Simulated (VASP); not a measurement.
Input for VASP

**INCAR**
```
AGGAC = 0.0
ALGO = Normal
EDIFF = 1E-7
EDIFFG = -0.01
ENCUT = 520
GGA = MK
IBRION = 2
ISIF = 4
ISMEAR = 0
LASPH = .TRUE.
LCHARG = .FALSE.
LMAXMIX = 4
LREAL = .FALSE.
LUSE_VDW = .TRUE.
LWAVE = .FALSE.
NELM = 100
NSW = 30
PARAM1 = 0.1234568
PARAM2 = 0.7114
PREC = Accurate
SIGMA = 0.05
SYSTEM = CdI2
ZAB_VDW = -1.8867
```

### POSCAR
```
CdI2
1
    2.0909861826    -3.6216945941     0.0000000000
    2.0909861826     3.6216945941     0.0000000000
    0.0000000000     0.0000000000     6.7703204761
Cd I
1 2
Direct
  0.0000000000   0.0000000000   0.0000000000
  0.3333330000   0.6666670000   0.2506995738
  0.6666670000   0.3333330000   0.7493004262
```

**KPOINTS**
```
Automatic
0
Gamma
  6 6 4
```

POTCAR, in this order: Cd I (PBE.64 set). Program: vasp_std.

Q: Translate this rev-vdW-DF2 calculation to Quantum ESPRESSO's pw.x.

A: One equivalent input (not run):
```
&CONTROL
  calculation = 'vc-relax'
  pseudo_dir = './pseudo'
  outdir = './out'
  tprnfor = .true.
  tstress = .true.
  nstep = 30
  forc_conv_thr = 0.00039
/
&SYSTEM
  ibrav = 0
  nat = 3
  ntyp = 2
  ecutwfc = 102
  occupations = 'smearing'
  smearing = 'gaussian'
  degauss = 0.003675
  input_dft = 'vdw-df2-b86r'
/
&ELECTRONS
  conv_thr = 7.3e-09
  electron_maxstep = 100
/
&IONS
/
&CELL
  cell_dofree = 'shape'
/
ATOMIC_SPECIES
  Cd 112.414 Cd.upf
  I 126.904 I.upf
CELL_PARAMETERS angstrom
     2.0909862   -3.6216946    0.0000000
     2.0909862    3.6216946    0.0000000
     0.0000000    0.0000000    6.7703205
ATOMIC_POSITIONS crystal
  Cd   0.0000000  0.0000000  0.0000000
  I    0.3333330  0.6666670  0.2506996
  I    0.6666670  0.3333330  0.7493004
K_POINTS automatic
  6 6 4 0 0 0
```
Limits of the translation: the potentials are each code's own (VASP's PAW set, PseudoDojo norm-conserving files in pw.x), so ENCUT and ecutwfc are chosen apart and not converted; conv_thr bounds pw.x's estimated SCF error, while EDIFF bounds the energy change between steps; forc_conv_thr acts on force components and is met together with etot_conv_thr.

The compound is CdI2 in the 1T layered structure. This cell is one point of a volume scan, at 0.94 of the reference volume. Symmetry was kept, so distortions that lower it aren't found.
